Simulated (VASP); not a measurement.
Given:

```xyz
2
Lattice="0.0000 2.9437 2.9437 2.9437 0.0000 2.9437 2.9437 2.9437 0.0000" Properties=species:S:1:pos:R:3 pbc="T T T"
Cd     0.0000     0.0000     0.0000
S      1.4719     1.4719     1.4719
```

Level of theory: r2SCAN meta-GGA, VASP's PBE PAW potentials (set 64) (plane waves; VASP). Run with 520 eV cut-off, 9×9×9 Γ-centred mesh, tetrahedra with Blöchl corrections, potentials Cd S.

Problem. What does the run give for the energy per atom (σ→0), band gap (over mesh and band path) with the smallest direct gap where there is one?

Solution. 
```json
{
 "band gap (over mesh and band path)": "1.53 eV",
 "smallest direct gap (over mesh and band path)": "1.53 eV",
 "energy per atom (σ→0)": "-14.843 eV/atom"
}
```

The compound is CdS in the zinc blende structure, a metastable form; wurtzite is the usual one. It was relaxed first.
